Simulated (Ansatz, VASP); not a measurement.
## Sc4Zn in VASP and in Ansatz

```xyz
5
Lattice="-2.8270 2.8270 2.8270 2.8270 -2.8270 2.8270 2.8270 2.8270 -2.8270" Properties=species:S:1:pos:R:3 pbc="T T T"
Sc    1.4135    1.4135   -1.4135
Sc    1.4135   -1.4135    1.4135
Sc   -1.4135    1.4135    1.4135
Sc    1.4135    1.4135    1.4135
Zn    0.0000    0.0000    0.0000
```

Change from the starting cell: species swapped into the CrGa4 type (Im-3m, No. 229).

Alike in both runs: task relaxation of cell and atoms; functional PBE; k mesh 4 × 4 × 4; occupations gaussian, width 0.1 eV; no spin polarisation.

|  | VASP | Ansatz |
| --- | --- | --- |
| version | VASP 6.6.1 | Ansatz 0.2.0 |
| potentials or method | VASP PAW PBE potentials, release 64 (Sc_sv, Zn) | scalar-relativistic, plane waves, PAW |
| plane-wave cutoff (eV) | 600 | 420 |
| valence electrons in the cell | 56 | 56 |

```csv
,VASP,Ansatz,Ansatz less VASP
"gap on the k mesh at the Fermi level, each at its own relaxed structure (eV)",none,none,-
relaxed volume (Å³/atom),25.59,25.50,-0.087
relaxed cell length with the largest relative difference (Å),5.498,5.492,-0.0063
energy change over the relaxation (meV/atom),-567,-558,+8.4
```

A gap of «none» marks a metal or a gap that the smearing closes.

Caveats: the k mesh is coarse (spacing up to 0.39 Å⁻¹), so the values aren't converged; the volume moved by over 15 % at a fixed basis, so the end points are rough (VASP).
